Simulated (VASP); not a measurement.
Wanted: the native input for a VASP 6.6.1 run.

```
Task                   : relaxation of cell and atoms
Functional             : PBE
Potentials or basis    : VASP PAW PBE potentials, release 64 (Zr_sv, Al, B, N)
Cutoff                 : 520 eV
k mesh                 : 10 × 10 × 4
Occupations            : gaussian, width 0.1 eV
Spin                   : no spin polarisation
Further INCAR settings : ALGO = Normal; EDIFF = 1e-07; IBRION = 2; POTIM = 0.3; EDIFFG = -0.005; NSW = 60; ISIF = 3
```

The structure of ZrAl3B3N lies in POSCAR:

```
ZrAl3B3N                                
1.0
    3.6691281877     -0.0000000000      0.0000000000
   -1.8345640939      3.1775582147     -0.0000000000
   -0.0000000000      0.0000000000      8.9277723983
  Zr              Al              B               N             
     1     3     3     1
Direct
     0.0000000000000000    0.0000000000000000    0.5000000000000000
     0.6666666699999979    0.3333333300000021    0.0000000000000000
     1.0000000000000000    0.0000000000000000    0.8002523868877500
     0.0000000000000000    0.0000000000000000    0.1997476131122500
     0.6666666699999979    0.3333333300000021    0.3339966364513882
     0.6666666699999979    0.3333333300000021    0.6660033635486119
     0.3333333300000021    0.6666666699999979    0.0000000000000000
     0.6666666699999979    0.3333333300000021    0.5000000000000000
```

The cell was built by a generator and needn't be a form met in nature.

The input as run:

INCAR

```
SYSTEM = ZrAl3B3N
  PREC = Accurate
  ENCUT = 520
  EDIFF = 1E-7
  ISMEAR = 0
  SIGMA = 0.1
  LREAL = .FALSE.
  LASPH = .TRUE.
  NELM = 120
  ALGO = Normal
  ISIF = 3
  LWAVE = .FALSE.
  LCHARG = .FALSE.
  GGA = PE
  IBRION = 2
  NSW = 60
  EDIFFG = -0.005
  POTIM = 0.3
  KPAR = 4
```

KPOINTS

```
Automatic mesh
0
G
  10 10 4
  0 0 0
```

Potentials or basis: VASP PAW PBE potentials, release 64 (Zr_sv, Al, B, N).

Run with:

```sh
$ cat potpaw_PBE.64/Zr_sv/POTCAR potpaw_PBE.64/Al/POTCAR potpaw_PBE.64/B/POTCAR potpaw_PBE.64/N/POTCAR > POTCAR
$ mpirun -np 4 vasp_std > vasp.out
```

It gave:

```
Pressure after relaxing : 0.0 GPa
Band gap on the k mesh  : none (metal or under the smearing width)
```

Caveat: the relaxation stopped at its first step, so nothing moved.

Wall time 37 s on 4 MPI ranks on Intel(R) Xeon(R) Platinum 8259CL CPU @ 2.50GHz (Skylake/Cascade Lake), on a shared host, peak memory 0.29 GiB a rank.
